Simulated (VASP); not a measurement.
Method: PW91 GGA, VASP's PBE PAW potentials (set 64) (plane waves; VASP).

The input files of a VASP run:

### KPOINTS
```
kpoints
0
gamma
 11 11 6
0 0 0
```

INCAR:
```
# general
SYSTEM  = Dy
PREC    = Accurate
ENCUT   = 520
LREAL   = .FALSE.
LASPH   = .TRUE.

# electronic loop
EDIFF   = 1E-6
NELM    = 100
ALGO    = Normal
LMAXMIX = 6

# smearing
ISMEAR  = 1
SIGMA   = 0.1

# functional
GGA     = 91

# ions
IBRION  = 2
NSW     = 60
ISIF    = 3
EDIFFG  = -0.01

# output
LWAVE   = .FALSE.
LCHARG  = .FALSE.
```

**POSCAR**
```
Dy
1
    1.7950000000    -3.1090310000     0.0000000000
    1.7950000000     3.1090310000     0.0000000000
    0.0000000000     0.0000000000     5.6500000000
Dy
2
Direct
  0.3333330000   0.6666670000   0.2500000000
  0.6666670000   0.3333330000   0.7500000000
```

POTCAR, in this order: Dy_3 (PBE.64 set). Program: vasp_std.

The resulting files:

**OUTCAR**
```
 ion  position               nearest neighbor table
   1  0.333  0.667  0.250-   2 3.50   2 3.50   2 3.50   2 3.50   2 3.50   2 3.50
   2  0.667  0.333  0.750-   1 3.50   1 3.50   1 3.50   1 3.50   1 3.50   1 3.50
  LATTYP: Found a hexagonal cell.
 ALAT       =     3.5899998272
 C/A-ratio  =     1.5738162318
 Subroutine PRICEL returns:
 Original cell was already a primitive cell.
 Subroutine GETGRP returns: Found 24 space group operations
The static configuration has the point symmetry D_3d.
 The point group associated with its full space group is D_6h.
The dynamic configuration has the point symmetry D_3d.
 Subroutine INISYM returns: Found 24 space group operations
 Subroutine IBZKPT returns following result:
 Found     64 irreducible k-points:

 Following reciprocal coordinates:
            Coordinates               Weight
  0.000000  0.000000  0.000000      1.000000
  0.090909  0.000000  0.000000      6.000000
  0.181818 -0.000000  0.000000      6.000000
  0.272727  0.000000  0.000000      6.000000
  0.363636 -0.000000  0.000000      6.000000
  0.454545 -0.000000  0.000000      6.000000
  0.090909  0.090909  0.000000      6.000000
...
```

**OSZICAR**
```
       N       E                     dE             d eps       ncg     rms          rms(c)
DAV:   1     0.515732381959E+02    0.51573E+02   -0.87939E+03  1664   0.124E+03
DAV:   2    -0.565555339653E+01   -0.57229E+02   -0.56075E+02  1689   0.315E+02
DAV:   3    -0.896257022065E+01   -0.33070E+01   -0.30639E+01  2327   0.408E+01
DAV:   4    -0.908883153452E+01   -0.12626E+00   -0.12490E+00  2196   0.879E+00
DAV:   5    -0.909259987382E+01   -0.37683E-02   -0.37640E-02  2394   0.107E+00    0.235E+01
DAV:   6    -0.908981257299E+01    0.27873E-02   -0.29307E-02  2526   0.160E+00    0.140E+01
DAV:   7    -0.909933619034E+01   -0.95236E-02   -0.52126E-02  2491   0.216E+00    0.273E-01
DAV:   8    -0.909896800401E+01    0.36819E-03   -0.31957E-03  2109   0.462E-01    0.624E-02
DAV:   9    -0.909899070178E+01   -0.22698E-04   -0.24304E-04  2110   0.145E-01    0.327E-02
DAV:  10    -0.909898436593E+01    0.63359E-05   -0.46368E-05  2177   0.552E-02    0.437E-02
DAV:  11    -0.909898511936E+01   -0.75343E-06   -0.64953E-06  1954   0.209E-02
   1 F= -.90989851E+01 E0= -.90992864E+01  d E =-.909899E+01
       N       E                     dE             d eps       ncg     rms          rms(c)
DAV:   1    -0.910393210285E+01   -0.49477E-02   -0.15299E-01  1664   0.300E+00    0.285E-01
DAV:   2    -0.910163657339E+01    0.22955E-02   -0.43158E-03  2104   0.708E-01    0.185E-01
DAV:   3    -0.910053413053E+01    0.11024E-02   -0.13206E-03  2443   0.314E-01    0.100E-01
DAV:   4    -0.910048358920E+01    0.50541E-04   -0.26415E-04  2517   0.132E-01    0.501E-02
DAV:   5    -0.910048161002E+01    0.19792E-05   -0.16070E-05  2130   0.341E-02    0.122E-02
DAV:   6    -0.910048193331E+01   -0.32329E-06   -0.10899E-06  1081   0.864E-03
   2 F= -.91004819E+01 E0= -.91009919E+01  d E =-.149681E-02
       N       E                     dE             d eps       ncg     rms          rms(c)
DAV:   1    -0.911238052418E+01   -0.11899E-01   -0.49718E-01  1664   0.542E+00    0.533E-01
DAV:   2    -0.910499214060E+01    0.73884E-02   -0.13852E-02  2109   0.127E+00    0.312E-01
DAV:   3    -0.910141277625E+01    0.35794E-02   -0.43808E-03  2465   0.570E-01    0.156E-01
DAV:   4    -0.910125363347E+01    0.15914E-03   -0.86872E-04  2480   0.238E-01    0.796E-02
DAV:   5    -0.910125045337E+01    0.31801E-05   -0.53375E-05  2050   0.615E-02    0.130E-02
DAV:   6    -0.910125062218E+01   -0.16880E-06   -0.34188E-06  1819   0.150E-02
   3 F= -.91012506E+01 E0= -.91023874E+01  d E =-.226550E-02
       N       E                     dE             d eps       ncg     rms          rms(c)
DAV:   1    -0.910205025161E+01   -0.79980E-03   -0.32459E-02  1664   0.138E+00    0.141E-01
DAV:   2    -0.910156614250E+01    0.48411E-03   -0.89942E-04  2104   0.322E-01    0.763E-02
DAV:   3    -0.910133149662E+01    0.23465E-03   -0.29320E-04  2433   0.146E-01    0.369E-02
DAV:   4    -0.910132323260E+01    0.82640E-05   -0.52246E-05  2483   0.581E-02    0.199E-02
DAV:   5    -0.910132430594E+01   -0.10733E-05   -0.31728E-06  1456   0.150E-02    0.357E-03
DAV:   6    -0.910132404030E+01    0.26564E-06   -0.25671E-07   867   0.447E-03
   4 F= -.91013240E+01 E0= -.91022890E+01  d E =-.233892E-02
       N       E                     dE             d eps       ncg     rms          rms(c)
DAV:   1    -0.910363366174E+01   -0.23094E-02   -0.63031E-02  1664   0.200E+00    0.297E-01
DAV:   2    -0.910225263649E+01    0.13810E-02   -0.33786E-03  2034   0.619E-01    0.130E-01
DAV:   3    -0.910151581131E+01    0.73683E-03   -0.11657E-03  2445   0.297E-01    0.436E-02
DAV:   4    -0.910148186737E+01    0.33944E-04   -0.16985E-04  2366   0.113E-01    0.295E-02
DAV:   5    -0.910148473116E+01   -0.28638E-05   -0.11950E-05  1824   0.282E-02    0.337E-03
DAV:   6    -0.910148479449E+01   -0.63330E-07   -0.45199E-07   872   0.770E-03
   5 F= -.91014848E+01 E0= -.91025040E+01  d E =-.160754E-03
       N       E                     dE             d eps       ncg     rms          rms(c)
DAV:   1    -0.910166229312E+01   -0.17756E-03   -0.44704E-03  1664   0.532E-01    0.795E-02
DAV:   2    -0.910156513065E+01    0.97162E-04   -0.23986E-04  2029   0.165E-01    0.346E-02
DAV:   3    -0.910151317656E+01    0.51954E-04   -0.81156E-05  2445   0.782E-02    0.116E-02
DAV:   4    -0.910151007433E+01    0.31022E-05   -0.12184E-05  2408   0.304E-02    0.770E-03
DAV:   5    -0.910150929336E+01    0.78097E-06   -0.74166E-07   837   0.736E-03
   6 F= -.91015093E+01 E0= -.91025141E+01  d E =-.185253E-03
```

**OUTCAR**
```
------------------------ aborting loop because EDIFF is reached ----------------------------------------
  FORCE on cell =-STRESS in cart. coord.  units (eV):
  Direction    XX          YY          ZZ          XY          YZ          ZX
  --------------------------------------------------------------------------------------
  Total        0.0038922      0.0038922      0.0005792      0.0000000      0.0000000      0.0000000
  in kB        0.0983522      0.0983522      0.0146351      0.0000000      0.0000000      0.0000000
  external PRESSURE =       0.0704465 kB  Pullay stress =       0.0000000 kB
  volume of cell :       63.40
      direct lattice vectors                 reciprocal lattice vectors
     1.810722344 -3.136262893  0.000000000     0.276132893 -0.159425411 -0.000000000
     1.810722344  3.136262893  0.000000000     0.276132893  0.159425411  0.000000000
    -0.000000000 -0.000000000  5.582456418    -0.000000000  0.000000000  0.179132612
 POSITION                                       TOTAL-FORCE (eV/Angst)
 -----------------------------------------------------------------------------------
      1.81072      1.04542      1.39561        -0.000000      0.000000     -0.000000
      1.81072     -1.04542      4.18684         0.000000     -0.000000      0.000000
 -----------------------------------------------------------------------------------
    total drift:                                0.000000      0.000102     -0.000011
  FREE ENERGIE OF THE ION-ELECTRON SYSTEM (eV)
  ---------------------------------------------------
  free  energy   TOTEN  =        -9.1015092934 eV

  energy  without entropy=       -9.1045236628  energy(sigma->0) =       -9.10251408

 reached required accuracy - stopping structural energy minimisation
```
(Selected blocks of OUTCAR.)

File CONTCAR:
```
Dy
   1.00000000000000
     1.8107223437151405   -3.1362628928931331    0.0000000000000000
     1.8107223437151405    3.1362628928931331    0.0000000000000000
    -0.0000000000000000   -0.0000000000000000    5.5824564178250968
  Dy
     2
Direct
     0.3333330000000032    0.6666669999999968    0.2500000000000000
     0.6666669999999968    0.3333330000000032    0.7500000000000000
```

The 4f electrons are frozen in the core of the lanthanide potential, so 4f levels, which can set the real gap, and their magnetism are missing.

The compound is Dy in the hcp structure. This run relaxes it. Symmetry was kept, so distortions that lower it aren't found.
